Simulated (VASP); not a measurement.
These are PBE GGA, VASP's PBE PAW potentials (set 64) (plane waves; VASP) values and carry that method's errors.

A VASP calculation is set up with these files.

INCAR:
```
SYSTEM = Na2Te
PREC = Accurate
ENCUT = 400
EDIFF = 1E-6
NELM = 100
ALGO = Normal
LREAL = .FALSE.
LASPH = .TRUE.
ISMEAR = 0
SIGMA = 0.05
GGA = PE
LMAXMIX = 4
LWAVE = .FALSE.
LCHARG = .FALSE.
ISIF = 2
```

File KPOINTS:
```
Automatic mesh
0
Gamma
5 5 3
0 0 0
```

**POSCAR**
```
Na2Te
1
    4.2901380000     0.0000000000     0.0000000000
   -2.1450690000     3.7153690000     0.0000000000
    0.0000000000     0.0000000000     6.9208840000
Te Na
1 2
Direct
  0.0000000000   0.0000000000   0.0000000000
  0.3333330000   0.6666670000   0.2520000000
  0.6666670000   0.3333330000   0.7480000000
```

POTCAR, in this order: Te Na_pv (PBE.64 set). Program: vasp_std.

Q: What will the output report for the number of irreducible k-points (NKPTS), number of bands (NBANDS), largest plane-wave count, number of space-group operations, FFT grid (NGX, NGY, NGZ)?

A: 
```
Quantity                                       Value
--------------------------------------  ------------
number of irreducible k-points (NKPTS)            12
number of bands (NBANDS)                          14
largest plane-wave count                        2019
number of space-group operations                  12
FFT grid (NGX, NGY, NGZ)                28 × 28 × 48
```

The structure was generated: Na2Te was put into the CdI2 type (P-3m1), which need not be its known phase. The cell was not relaxed at this level. The k-mesh is coarse (spacing up to 0.34 per Å, 2π included), so the numbers may not be converged in it.
